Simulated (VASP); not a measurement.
A convergence study with VASP on TiCo (CsCl type): one setting is varied, all else stays as given below, so the limit is that of these other settings.

```
CoTi
1.0
    2.99000     0.00000     0.00000
    0.00000     2.99000     0.00000
    0.00000     0.00000     2.99000
Ti Co
1 1
Direct
  0.00000   0.00000   0.00000
  0.50000   0.50000   0.50000
```

Computed with PBE GGA, VASP's PBE PAW potentials (set 64) (plane waves; VASP 6.6.1). The tightest run used: 550 eV cut-off, 22×22×22 Γ-centred mesh, tetrahedra with Blöchl corrections, potentials Ti_sv Co.

| setting | E (eV/atom) | pressure (GPa) | irreducible k-points |
|---|---|---|---|
| 3×3×3 mesh | -7.8616 | -5.87 | 4 |
| 4×4×4 mesh | -7.8516 | -3.97 | 10 |
| 5×5×5 mesh | -7.7995 | -3.59 | 10 |
| 6×6×6 mesh | -7.8229 | -3.21 | 20 |
| 7×7×7 mesh | -7.8090 | -3.57 | 20 |
| 8×8×8 mesh | -7.8165 | -3.56 | 35 |
| 9×9×9 mesh | -7.8152 | -3.71 | 35 |

These are the cheaper rows. Estimate the results at 22×22×22 mesh, and how far the last row shown lies from them.

```
quantity        tightest run  last row shown is off by
--------------  ------------  ------------------------
E (eV/atom)          -7.8157                    0.0005
pressure (GPa)         -3.58                     -0.14
```

Left out are rungs that failed or repeat a setting and relaxations that didn't move; long series are thinned to 24 rows.

The compound is TiCo in the CsCl type structure. The cell was not relaxed at this level. The run is not spin-polarised, so no magnetic state was tried. The electron count is odd and the run is not spin-polarised, which forces a metal.
